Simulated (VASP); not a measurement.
**MgO: relaxation of cell and atoms with PBEsol**

The system is MgO.

```
Mg O
1.0
     0.00000    2.10392    2.10392
     2.10392    0.00000    2.10392
     2.10392    2.10392    0.00000
Mg O
1 1
Direct
  0.00000 0.00000 0.00000
  0.50000 0.50000 0.50000
```

```
Program                : VASP 6.6.1
Task                   : relaxation of cell and atoms
Functional             : PBEsol
Potentials or basis    : VASP PAW PBE potentials, release 64 (Mg, O)
Cutoff                 : 600 eV
k mesh                 : 12 × 12 × 12
Occupations            : gaussian, width 0.03 eV
Spin                   : no spin polarisation
Further INCAR settings : ALGO = Normal; EDIFF = 1e-07; IBRION = 2; EDIFFG = -0.005; NSW = 90; ISIF = 3
```

The pressure after relaxing is 0.0 GPa. The band gap on the k mesh is 4.66 eV, direct.

Final structure:
```cif
data_structure
_symmetry_space_group_name_H-M 'P 1'
_symmetry_Int_Tables_number 1
_cell_length_a 2.9754
_cell_length_b 2.9754
_cell_length_c 2.9754
_cell_angle_alpha 60.000
_cell_angle_beta 60.000
_cell_angle_gamma 60.000
_cell_volume 18.63
loop_
_atom_site_label
_atom_site_type_symbol
_atom_site_fract_x
_atom_site_fract_y
_atom_site_fract_z
_atom_site_occupancy
Mg1 Mg 0.00000 0.00000 0.00000 1
O1 O 0.50000 0.50000 0.50000 1
```

Levels at points of the mesh, in eV from the valence-band top:
| k point | band 2 | band 3 | band 4 | band 5 | band 6 | band 7 |
| --- | --- | --- | --- | --- | --- | --- |
| (0.00, 0.00, 0.00) | 0.00 | 0.00 | 0.00 | 4.66 | 15.65 | 15.65 |
| (0.50, 0.00, 0.00) | -4.69 | -0.67 | -0.67 | 7.77 | 12.54 | 16.21 |
| (0.50, 0.50, 0.00) | -4.16 | -1.37 | -1.37 | 8.93 | 9.91 | 13.00 |

Run time: 9.8 s on 1 thread of Intel(R) Xeon(R) Platinum 8259CL CPU @ 2.50GHz (Skylake/Cascade Lake), with other jobs on the host, peak memory 0.14 GiB.

Caveat: the relaxation stopped at its first step, so nothing moved; the PAW data sets were made with another functional, which shifts forces and pressure a little. A k mesh can miss the band edges.
